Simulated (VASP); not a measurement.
Given:

```
CELL_PARAMETERS angstrom
      1.54500    -2.67602     0.00000
      1.54500     2.67602     0.00000
      0.00000     0.00000     3.52000
ATOMIC_POSITIONS crystal
  Mg 0.00000 0.00000 0.00000
  B  0.33333 0.66667 0.50000
  B  0.66667 0.33333 0.50000
```

Calculation: PBE GGA, VASP's PBE PAW potentials (set 64) (plane waves; VASP 6.6.1). Numerical set-up: 520 eV cut-off, 6×6×5 Γ-centred mesh, first-order Methfessel-Paxton smearing of 0.10 eV, potentials Mg B.

Gaps are read on the run's mesh, which can miss a band edge.

Question: What does the run give for the energy per atom (σ→0), pressure, band gap (on the k-mesh) with the smallest direct gap where there is one?

Answer: 
```yaml
band gap (on the k-mesh): none (metal, semimetal or under 0.01 eV)
energy per atom (σ→0): -5.102 eV/atom
pressure: -1.55 GPa
```

The absolute energy has meaning only against runs of the same code, potentials and settings.

The compound is MgB2 in the AlB2 type structure. The cell was not relaxed at this level. The k-mesh is coarse (spacing up to 0.39 per Å, 2π included), so the numbers may not be converged in it. The run is one of a series of settings (KPOINTS 6×6×5 Γ-centred mesh against the base run), some of them coarse on purpose.
